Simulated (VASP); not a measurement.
Output of a VASP run:

**OSZICAR**
```
       N       E                     dE             d eps       ncg     rms          rms(c)
DAV:   1     0.112382570092E+03    0.11238E+03   -0.96239E+03  4890   0.122E+03
DAV:   2    -0.168821154561E+02   -0.12926E+03   -0.12761E+03  5646   0.316E+02
DAV:   3    -0.204063990281E+02   -0.35243E+01   -0.34361E+01  6661   0.465E+01
DAV:   4    -0.204317229702E+02   -0.25324E-01   -0.25330E-01  5562   0.460E+00
DAV:   5    -0.204320687706E+02   -0.34580E-03   -0.34579E-03  6682   0.522E-01    0.222E+01
DAV:   6    -0.192595714963E+02    0.11725E+01   -0.82946E+00  5933   0.204E+01    0.609E+00
DAV:   7    -0.192050280257E+02    0.54543E-01   -0.40669E-01  5842   0.413E+00    0.387E+00
DAV:   8    -0.191814656920E+02    0.23562E-01   -0.51927E-02  6311   0.174E+00    0.348E-01
DAV:   9    -0.191813407230E+02    0.12497E-03   -0.38837E-03  6115   0.377E-01    0.219E-01
DAV:  10    -0.191813715510E+02   -0.30828E-04   -0.91837E-04  5835   0.283E-01    0.563E-02
DAV:  11    -0.191813512965E+02    0.20254E-04   -0.11470E-04  5871   0.785E-02    0.157E-02
DAV:  12    -0.191813507780E+02    0.51849E-06   -0.70118E-06  6325   0.185E-02
   1 F= -.19181351E+02 E0= -.19181128E+02  d E =-.669822E-03
```

### OUTCAR
```
------------------------ aborting loop because EDIFF is reached ----------------------------------------
  FORCE on cell =-STRESS in cart. coord.  units (eV):
  Direction    XX          YY          ZZ          XY          YZ          ZX
  --------------------------------------------------------------------------------------
  Total       -0.9313698     -0.9313698     -1.4765131      0.0000000      0.0000000      0.0000000
  in kB      -34.8570321    -34.8570321    -55.2593197      0.0000000      0.0000000      0.0000000
  external PRESSURE =     -41.6577946 kB  Pullay stress =       0.0000000 kB
  volume of cell :       42.81
      direct lattice vectors                 reciprocal lattice vectors
    -1.637100000  1.637100000  3.993300000     0.000000000  0.305418117  0.125209726
     1.637100000 -1.637100000  3.993300000     0.305418117  0.000000000  0.125209726
     1.637100000  1.637100000 -3.993300000     0.305418117  0.305418117  0.000000000
 POSITION                                       TOTAL-FORCE (eV/Angst)
 -----------------------------------------------------------------------------------
      0.00000      0.00000      5.31109         0.000000      0.000000     -0.110948
      0.00000      0.00000      2.67551         0.000000      0.000000      0.110948
      0.00000      0.00000      0.00000        -0.000000     -0.000000     -0.000000
 -----------------------------------------------------------------------------------
    total drift:                                0.000000      0.000000     -0.000000
  FREE ENERGIE OF THE ION-ELECTRON SYSTEM (eV)
  ---------------------------------------------------
  free  energy   TOTEN  =       -19.1813507780 eV

  energy  without entropy=      -19.1806809565  energy(sigma->0) =      -19.18112750

 total charge

# of ion       s       p       d       tot
------------------------------------------
    1        0.738   0.860   0.000   1.599
    2        0.738   0.860   0.000   1.599
    3        2.318   6.291   3.382  11.990
--------------------------------------------------
tot          3.795   8.011   3.382  15.188
```
(Selected blocks of OUTCAR.)

POSCAR:
```
WSi2
1
   -1.6371000000     1.6371000000     3.9933000000
    1.6371000000    -1.6371000000     3.9933000000
    1.6371000000     1.6371000000    -3.9933000000
Si W
2 1
Direct
  0.6650000000   0.6650000000   0.0000000000
  0.3350000000   0.3350000000   0.0000000000
  0.0000000000   0.0000000000   0.0000000000
```

Q: Reconstruct the remaining input files.

A: This is not unique; one that fits is the input of the run itself, PBE GGA + U (Dudarev), plane waves, VASP's PBE PAW potentials (set 64).

### KPOINTS
```
Automatic
0
Gamma
 12 12 12
```

**INCAR**
```
SIGMA  =  0.1   # width (eV)
SYSTEM  =  WSi2
PREC  =  Accurate
GGA  =  PE   # PBE
LASPH  =  .TRUE.   # aspherical one-centre terms
ENCUT  =  400   # plane-wave cut-off (eV)
LREAL  =  .FALSE.   # projection in real space or not
ISIF  =  2
ALGO  =  Normal   # blocked Davidson
LMAXMIX  =  2   # l cut-off of mixed one-centre charges
LDAUJ  =  0 0
LCHARG  =  .FALSE.
LORBIT  =  10
LDAUU  =  0 5.0
ISMEAR  =  1
LDAUPRINT  =  1
LDAU  =  .TRUE.
LWAVE  =  .FALSE.
LDAUL  =  -1 2
LDAUTYPE  =  2   # Dudarev
NELM  =  100   # most electronic steps
EDIFF  =  1E-6   # SCF stop (eV)
```

POTCAR, in this order: Si W_sv (PBE.64 set). Program: vasp_std.

The compound is WSi2 in the MoSi2 type structure. The cell was not relaxed at this level. The run is one of a series of settings (LDAU = .TRUE., LDAUJ = 0 0, LDAUL = -1 2, LDAUTYPE = 2, LDAUU = 0 5.0, LMAXMIX = 2 against the base run), some of them coarse on purpose.
